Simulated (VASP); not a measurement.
All values below come from PBE GGA, VASP's PBE PAW potentials (set 64) (plane waves; VASP 6.6.1).

The input files of a VASP run:

### KPOINTS
```
Automatic mesh
0
Gamma
4 4 6
0 0 0
```

File POSCAR:
```
SiO2
1
    4.0788120000     0.0000000000     0.0000000000
    0.0000000000     4.0788120000     0.0000000000
    0.0000000000     0.0000000000     2.5952740000
Si O
2 4
Direct
  0.5000000000   0.5000000000   0.5000000000
  0.0000000000   0.0000000000   0.0000000000
  0.6931600000   0.6931600000   0.0000000000
  0.3068400000   0.3068400000   0.0000000000
  0.8068400000   0.1931600000   0.5000000000
  0.1931600000   0.8068400000   0.5000000000
```

**INCAR**
```
SYSTEM = SiO2
SIGMA = 0.01
ALGO = Normal   # blocked Davidson
ENCUT = 400
LCHARG = .False.
PREC = Accurate
NELM = 100
LASPH = .True.   # aspherical one-centre terms
LWAVE = .False.
ISIF = 2
GGA = PE
ISMEAR = 0   # Gaussian
LREAL = .False.   # projection in real space or not
EDIFF = 1E-6   # SCF stop (eV)
```

POTCAR, in this order: Si O (PBE.64 set). Program: vasp_std.

Q: What will the output report for the number of irreducible k-points (NKPTS), largest plane-wave count, number of space-group operations, FFT grid (NGX, NGY, NGZ)?

A: 
```json
{
  "number of irreducible k-points (NKPTS)": "24",
  "largest_plane_wave_count": "795",
  "number_of_space_group_operations": "16",
  "FFT grid (NGX, NGY, NGZ)": "28 × 28 × 18"
}
```

The structure comes from a computed database's SiO2 entry; how it stands against other phases isn't given here. The cell was not relaxed at this level, and its volume differs by -5.9 % from the start's.
